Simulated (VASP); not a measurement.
Write the native input for VASP 6.6.1 that does the following.

- Task: relaxation of cell and atoms
- Functional: PBE
- Potentials or basis: VASP PAW PBE potentials, release 64 (Hf_pv, Ge_d)
- Cutoff: 520 eV
- k mesh: 6 × 6 × 6
- Occupations: gaussian, width 0.15 eV
- Spin: no spin polarisation
- Further INCAR settings: PREC = Normal; ALGO = Fast; EDIFF = 0.0001; IBRION = 2; EDIFFG = -0.08; NSW = 24; ISIF = 3

The structure of HfGe lies in POSCAR:

```
HfGe
1.0
    0.0000000000      2.7752471900      2.7752471900
    2.7752471900      0.0000000000      2.7752471900
    2.7752471900      2.7752471900      0.0000000000
Hf Ge
1 1
Direct
    0.7500000000      0.7500000000      0.7500000000
    0.0000000000      0.0000000000      0.0000000000
```

The cell was built by a generator and needn't be a form met in nature.

The input as run:

INCAR

```
SYSTEM = HfGe
PREC = Normal
ENCUT = 520
EDIFF = 1E-4
ISMEAR = 0
SIGMA = 0.15
LREAL = .False.
LASPH = .True.
NELM = 60
ALGO = Fast
ISIF = 3
LWAVE = .False.
LCHARG = .False.
GGA = PE
IBRION = 2
NSW = 24
EDIFFG = -0.08
```

KPOINTS

```
regular mesh
0
Gamma
  6 6 6
  0 0 0
```

Potentials or basis: VASP PAW PBE potentials, release 64 (Hf_pv, Ge_d).

Command:

```bash
$ cat potpaw_PBE.64/Hf_pv/POTCAR potpaw_PBE.64/Ge_d/POTCAR > POTCAR
$ mpirun -np 1 vasp_std > vasp.out
```

It gave:

```json
{"Relaxed volume": "27.62 Å³/atom", "Relaxed cell": "a = 4.275 Å, b = 4.275 Å, c = 4.275 Å, α = 60.00°, β = 60.00°, γ = 60.00°", "Space group after relaxing (to 0.05 Å)": "F-43m (No. 216)", "Energy gained by relaxing": "519.9 meV/atom", "Ionic steps": "6", "Pressure after relaxing": "0.1 GPa", "Band gap on the k mesh": "0.15 eV, direct"}
```

Caveat: the volume moved by over 15 % at a fixed basis, so the end points are rough; spin-orbit coupling is left out, which moves the levels of the heavy elements.

Run time: 27 s on 1 thread of Intel(R) Xeon(R) Platinum 8488C (Sapphire Rapids), with other jobs on the host, peak memory 0.14 GiB.
